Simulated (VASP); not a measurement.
**Sb: single point with LDA**

Crystal: Sb.

```
CELL_PARAMETERS angstrom
0.00000 2.43052 2.37124
2.37124 0.00000 2.37124
2.37124 2.43052 0.00000
ATOMIC_POSITIONS crystal
Sb 0.00000 0.00000 0.00000
```

The cell isn't the ideal one: strain +0.0250 x Voigt [0, 1, 0, 0, 0, 0], atoms carried along.

```yaml
Program: VASP 6.6.1
Task: single point
Functional: LDA
Potentials_or_basis: VASP PAW LDA potentials, release 64 (Sb)
Cutoff: 520 eV
k_mesh: 18 × 18 × 18
Occupations: gaussian, width 0.15 eV
Spin: no spin polarisation
```

```
Pressure               : -3.7 GPa
Band gap on the k mesh : none (metal or under the smearing width)
```

Stress tensor (GPa, compression positive):
```
-3.85  0.00  0.00
 0.00 -3.38  0.00
 0.00  0.00 -3.85
```

Levels at points of the mesh, in eV from the Fermi level:
| k point | band 1 | band 2 | band 3 | band 4 | band 5 | band 6 |
| --- | --- | --- | --- | --- | --- | --- |
| (0.00, 0.00, 0.00) | -12.84 | 5.10 | 5.10 | 5.10 | 9.61 | 9.76 |
| (0.50, 0.00, 0.00) | -9.20 | -5.71 | 3.28 | 3.67 | 7.93 | 8.83 |
| (0.50, 0.50, 0.00) | -7.55 | -4.77 | 0.14 | 0.33 | 4.05 | 4.58 |
| (0.50, 0.00, 0.50) | -7.85 | -4.96 | 0.54 | 0.54 | 4.36 | 4.79 |

It took 56 s on 1 thread of AMD EPYC 9R45 (Zen 5) (shared host), peak memory 0.19 GiB.

The run has no spin-orbit coupling, so splittings on Sb are missing.
